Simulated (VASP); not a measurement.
Output of a VASP run:

File OUTCAR:
```
 ion  position               nearest neighbor table
   1  0.000  0.000  0.000-   2 2.10   2 2.10   2 2.10   2 2.10   2 2.10   2 2.10
   2  0.500  0.500  0.500-   1 2.10   1 2.10   1 2.10   1 2.10   1 2.10   1 2.10
  LATTYP: Found a face centered cubic cell.
 ALAT       =     4.2100000000
 Subroutine PRICEL returns:
 Original cell was already a primitive cell.
 Subroutine GETGRP returns: Found 48 space group operations
The static configuration has the point symmetry O_h .
The dynamic configuration has the point symmetry O_h .
 Subroutine INISYM returns: Found 48 space group operations
 Subroutine IBZKPT returns following result:
 Found    104 irreducible k-points:

 Following reciprocal coordinates:
            Coordinates               Weight
  0.000000  0.000000  0.000000      1.000000
  0.071429  0.000000  0.000000      8.000000
  0.142857  0.000000  0.000000      8.000000
  0.214286  0.000000  0.000000      8.000000
  0.285714  0.000000  0.000000      8.000000
  0.357143  0.000000  0.000000      8.000000
  0.428571  0.000000  0.000000      8.000000
  0.500000  0.000000  0.000000      4.000000
  0.071429  0.071429  0.000000      6.000000
  0.142857  0.071429  0.000000     24.000000
  0.214286  0.071429  0.000000     24.000000
  0.285714  0.071429  0.000000     24.000000
  0.357143  0.071429  0.000000     24.000000
  0.428571  0.071429  0.000000     24.000000
  0.500000  0.071429  0.000000     24.000000
 -0.428571  0.071429  0.000000     24.000000
 -0.357143  0.071429  0.000000     24.000000
 -0.285714  0.071429  0.000000     24.000000
 -0.214286  0.071429  0.000000     24.000000
 -0.142857  0.071429  0.000000     24.000000
 -0.071429  0.071429  0.000000     12.000000
  0.142857  0.142857  0.000000      6.000000
  0.214286  0.142857  0.000000     24.000000
  0.285714  0.142857  0.000000     24.000000
  0.357143  0.142857  0.000000     24.000000
  0.428571  0.142857  0.000000     24.000000
  0.500000  0.142857  0.000000     24.000000
 -0.428571  0.142857  0.000000     24.000000
 -0.357143  0.142857  0.000000     24.000000
 -0.285714  0.142857  0.000000     24.000000
 -0.214286  0.142857  0.000000     24.000000
 -0.142857  0.142857  0.000000     12.000000
  0.214286  0.214286  0.000000      6.000000
  0.285714  0.214286  0.000000     24.000000
  0.357143  0.214286  0.000000     24.000000
  0.428571  0.214286  0.000000     24.000000
  0.500000  0.214286  0.000000     24.000000
 -0.428571  0.214286  0.000000     24.000000
 -0.357143  0.214286  0.000000     24.000000
 -0.285714  0.214286  0.000000     24.000000
   k-points           NKPTS =    104   k-points in BZ     NKDIM =    104   number of bands    NBANDS=     24
   number of dos      NEDOS =   1001   number of ions     NIONS =      2
   total plane-waves  NPLWV =  13824
   dimension x,y,z NGX =    24 NGY =   24 NGZ =   24
   dimension x,y,z NGXF=    48 NGYF=   48 NGZF=   48
   ions per type =               1   1
   PREC   = accura    normal or accurate (medium, high low for compatibility)
   ISTART =      0    job   : 0-new  1-cont  2-samecut
   ICHARG =      2    charge: 1-file 2-atom 10-const
   ISPIN  =      1    spin polarized calculation?
   LNONCOLLINEAR =      F non collinear calculations
   LSORBIT =      F    spin-orbit coupling
   INIWAV =      1    electr: 0-lowe 1-rand  2-diag
   ENCUT  =  520.0 eV  38.22 Ry    6.18 a.u.   5.54  5.54  5.54*2*pi/ulx,y,z
   NELM   =    100;   NELMIN=  2; NELMDL= -5     # of ELM steps
   EDIFF  = 0.1E-06   stopping-criterion for ELM
   LREAL  =      F    real-space projection
   NLSPLINE    = F    spline interpolate recip. space projectors
   LMAXMIX     =    2 max onsite mixed and CHGCAR
   VOSKOWN=      0    Vosko Wilk Nusair interpolation
   EDIFFG = 0.1E-05   stopping-criterion for IOM
   NSW    =      0    number of steps for IOM
   NBLOCK =      1;   KBLOCK =      1    inner block; outer block
   IBRION =     -1    ionic relax: 0-MD 1-quasi-New 2-CG
...
```

**OSZICAR**
```
       N       E                     dE             d eps       ncg     rms          rms(c)
DAV:   1     0.256598174350E+02    0.25660E+02   -0.38855E+03  5312   0.297E+02
DAV:   2    -0.131112184796E+02   -0.38771E+02   -0.37513E+02  6344   0.985E+01
DAV:   3    -0.138974315650E+02   -0.78621E+00   -0.78468E+00  6592   0.113E+01
DAV:   4    -0.138984759656E+02   -0.10444E-02   -0.10444E-02  5824   0.439E-01
DAV:   5    -0.138984772266E+02   -0.12610E-05   -0.12610E-05  6600   0.140E-02    0.667E+00
DAV:   6    -0.125469938597E+02    0.13515E+01   -0.60621E+00  6488   0.689E+00    0.214E+00
DAV:   7    -0.125267705550E+02    0.20223E-01   -0.52130E-02  6536   0.100E+00    0.132E+00
DAV:   8    -0.125131336719E+02    0.13637E-01   -0.25380E-02  6544   0.856E-01    0.287E-01
DAV:   9    -0.125125661328E+02    0.56754E-03   -0.66357E-04  5944   0.981E-02    0.143E-01
DAV:  10    -0.125124679507E+02    0.98182E-04   -0.24501E-04  6456   0.687E-02    0.726E-03
DAV:  11    -0.125124695462E+02   -0.15955E-05   -0.61647E-06  6256   0.879E-03    0.303E-03
DAV:  12    -0.125124696913E+02   -0.14507E-06   -0.10115E-07  5592   0.143E-03    0.384E-04
DAV:  13    -0.125124697414E+02   -0.50171E-07   -0.60912E-09  4168   0.348E-04
   1 F= -.12512470E+02 E0= -.12512470E+02  d E =-.210691E-20
 imaginary and real dielectric function
```

### OUTCAR
```
------------------------ aborting loop because EDIFF is reached ----------------------------------------
  FORCE on cell =-STRESS in cart. coord.  units (eV):
  Direction    XX          YY          ZZ          XY          YZ          ZX
  --------------------------------------------------------------------------------------
  Total       -0.0034455     -0.0034455     -0.0034455     -0.0000000     -0.0000000      0.0000000
  in kB       -0.2959215     -0.2959215     -0.2959215     -0.0000000     -0.0000000      0.0000000
  external PRESSURE =      -0.2959215 kB  Pullay stress =       0.0000000 kB
  volume of cell :       18.65
      direct lattice vectors                 reciprocal lattice vectors
     0.000000000  2.105000000  2.105000000    -0.237529691  0.237529691  0.237529691
     2.105000000  0.000000000  2.105000000     0.237529691 -0.237529691  0.237529691
     2.105000000  2.105000000  0.000000000     0.237529691  0.237529691 -0.237529691
  FREE ENERGIE OF THE ION-ELECTRON SYSTEM (eV)
  ---------------------------------------------------
  free  energy   TOTEN  =       -12.5124697414 eV

  energy  without entropy=      -12.5124697414  energy(sigma->0) =      -12.51246974

 plasma frequency squared (from intraband transitions) (eV^2)
  --------------------------------------------------------------------------------------
       0.000       0.000       0.000
       0.000       0.000       0.000
       0.000       0.000       0.000

 plasma frequency squared (from interband transitions, int dw w eps(2)(w)) (eV^2)
  --------------------------------------------------------------------------------------
     444.775       0.000      -0.000      -0.000       0.000       0.000
      -0.000       0.000     444.775       0.000      -0.000      -0.000
       0.000      -0.000      -0.000       0.000     444.775       0.000
```
(Selected blocks of OUTCAR.)

**POSCAR**
```
MgO
1
    0.0000000000     2.1050000000     2.1050000000
    2.1050000000     0.0000000000     2.1050000000
    2.1050000000     2.1050000000     0.0000000000
Mg O
1 1
Direct
  0.0000000000   0.0000000000   0.0000000000
  0.5000000000   0.5000000000   0.5000000000
```

**Question.** Write an INCAR and KPOINTS that could have produced this output.

**Answer.** Several could match; the one computed here: the input of the run itself, PBEsol GGA, plane waves, VASP's PBE PAW potentials (set 64).

**INCAR**
```
ALGO=Normal
CSHIFT=0.1
EDIFF=1E-7
ENCUT=520
GGA=PS
ISMEAR=0
LASPH=.TRUE.
LCHARG=.FALSE.
LOPTICS=.TRUE.
LREAL=.FALSE.
LWAVE=.FALSE.
NBANDS=24
NEDOS=1001
NELM=100
PREC=Accurate
SIGMA=0.01
SYSTEM=MgO
```

File KPOINTS:
```
Automatic mesh
0
Gamma
14 14 14
0 0 0
```

POTCAR, in this order: Mg O (PBE.64 set). Program: vasp_std.

The compound is MgO in the rock salt structure. The cell was not relaxed at this level.
